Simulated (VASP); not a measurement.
Input:

```xyz
8
Lattice="5.4421 0.0000 0.0000 0.0000 5.4421 0.0000 0.0000 0.0000 5.4421" Properties=species:S:1:pos:R:3 pbc="T T T"
Ga     0.0000     0.0000     5.4421
Ga     2.7211     2.7211     5.4421
Ga     2.7211     0.0000     2.7211
As     1.2410     1.4800     1.4800
As     4.2011     3.9621     1.4800
As     4.2011     1.4800     3.9621
As     1.2410     3.9621     3.9621
B      5.4421     2.7211     2.7211
```

These are PBEsol GGA, VASP's PBE PAW potentials (set 64) (plane waves; VASP) values and carry that method's errors. Settings: 520 eV cut-off, 5×5×5 Γ-centred mesh, tetrahedra with Blöchl corrections, potentials Ga_d As B.

The cores are frozen, which limits the accuracy of field gradients.

Give the principal components of the electric field gradient (V/Å²) and the asymmetry η at each nucleus.

```json
[
 {"atom": "Ga1", "Vxx": "-15.3", "Vyy": "-15.3", "Vzz": "30.7", "η": "0.00"},
 {"atom": "Ga2", "Vxx": "-15.3", "Vyy": "-15.3", "Vzz": "30.7", "η": "0.00"},
 {"atom": "Ga3", "Vxx": "-15.3", "Vyy": "-15.3", "Vzz": "30.7", "η": "0.00"},
 {"atom": "As4", "Vxx": "-29.3", "Vyy": "-29.3", "Vzz": "58.5", "η": "0.00"},
 {"atom": "As5", "Vxx": "-29.3", "Vyy": "-29.3", "Vzz": "58.5", "η": "0.00"},
 {"atom": "As6", "Vxx": "-29.3", "Vyy": "-29.3", "Vzz": "58.5", "η": "0.00"},
 {"atom": "As7", "Vxx": "-29.3", "Vyy": "-29.3", "Vzz": "58.5", "η": "0.00"},
 {"atom": "B8", "Vxx": "0.0", "Vyy": "0.0", "Vzz": "0.0", "η": "-"}
]
```

The structure was generated: Ga3As4B was put into an ordered model structure (P-43m), which need not be its known phase. It was relaxed first.
